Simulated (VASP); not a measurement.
Calculation: PBE GGA with D4 dispersion, VASP's PBE PAW potentials (set 64) (plane waves; VASP).

The input files of a VASP run:

**INCAR**
```
ALGO = Normal
EDIFF = 1E-6
EDIFFG = -0.01
ENCUT = 520
GGA = PE
IBRION = 2
ISIF = 3
ISMEAR = 0
IVDW = 13
LASPH = .True.
LCHARG = .False.
LMAXMIX = 4
LREAL = .False.
LWAVE = .False.
NELM = 100
NSW = 60
PREC = Accurate
SIGMA = 0.05
SYSTEM = AgCl
```

### POSCAR
```
AgCl
1
    0.0000000000     2.7554634382     2.7554634382
    2.7554634382    -0.0000000000     2.7554634382
    2.7554634382     2.7554634382     0.0000000000
Ag Cl
1 1
Direct
  0.0000000000   0.0000000000   0.0000000000
  0.5000000000   0.5000000000   0.5000000000
```

### KPOINTS
```
Automatic
0
Gamma
  8 8 8
```

POTCAR, in this order: Ag Cl (PBE.64 set). Program: vasp_std.

Output of the run:

OSZICAR:
```
       N       E                     dE             d eps       ncg     rms          rms(c)
DAV:   1     0.102525696166E+03    0.10253E+03   -0.89071E+03   786   0.125E+03
DAV:   2    -0.127213005823E+01   -0.10380E+03   -0.96766E+02   909   0.255E+02
DAV:   3    -0.552975951134E+01   -0.42576E+01   -0.42458E+01   879   0.555E+01
DAV:   4    -0.556346673432E+01   -0.33707E-01   -0.33703E-01   859   0.565E+00
DAV:   5    -0.556395766582E+01   -0.49093E-03   -0.49093E-03   859   0.672E-01    0.677E+00
DAV:   6    -0.538835352488E+01    0.17560E+00   -0.32519E-01   812   0.792E+00    0.441E+00
DAV:   7    -0.538465495026E+01    0.36986E-02   -0.10493E-01   774   0.259E+00    0.206E+00
DAV:   8    -0.538392211670E+01    0.73283E-03   -0.53058E-03   799   0.918E-01    0.312E-01
DAV:   9    -0.538398311428E+01   -0.60998E-04   -0.71463E-04   849   0.379E-01    0.386E-02
DAV:  10    -0.538403929275E+01   -0.56178E-04   -0.78537E-05   774   0.919E-02    0.225E-02
DAV:  11    -0.538404787297E+01   -0.85802E-05   -0.91330E-06   794   0.277E-02    0.369E-03
DAV:  12    -0.538404790437E+01   -0.31397E-07   -0.36046E-07   527   0.864E-03
   1 F= -.60710584E+01 E0= -.60710584E+01  d E =-.607106E+01
```

OUTCAR:
```
------------------------ aborting loop because EDIFF is reached ----------------------------------------
  Edisp (eV):   -0.68701
  FORCE on cell =-STRESS in cart. coord.  units (eV):
  Direction    XX          YY          ZZ          XY          YZ          ZX
  --------------------------------------------------------------------------------------
  Total       0.00109     0.00109     0.00109     0.00000     0.00000     0.00000
  in kB       0.04169     0.04169     0.04169     0.00000     0.00000     0.00000
  external pressure =        0.04 kB  Pullay stress =        0.00 kB
  volume of cell :       41.84
      direct lattice vectors                 reciprocal lattice vectors
     0.000000000  2.755463438  2.755463438    -0.181457679  0.181457679  0.181457679
     2.755463438  0.000000000  2.755463438     0.181457679 -0.181457679  0.181457679
     2.755463438  2.755463438  0.000000000     0.181457679  0.181457679 -0.181457679
  FREE ENERGIE OF THE ION-ELECTRON SYSTEM (eV)
  ---------------------------------------------------
  free  energy   TOTEN  =        -6.0710583618 eV

  energy  without entropy=       -6.0710583618  energy(sigma->0) =       -6.07105836

 reached required accuracy - stopping structural energy minimisation
```
(Selected blocks of OUTCAR.)

The compound is AgCl in the rock salt structure. It was relaxed first. The start is the result of an earlier pass.
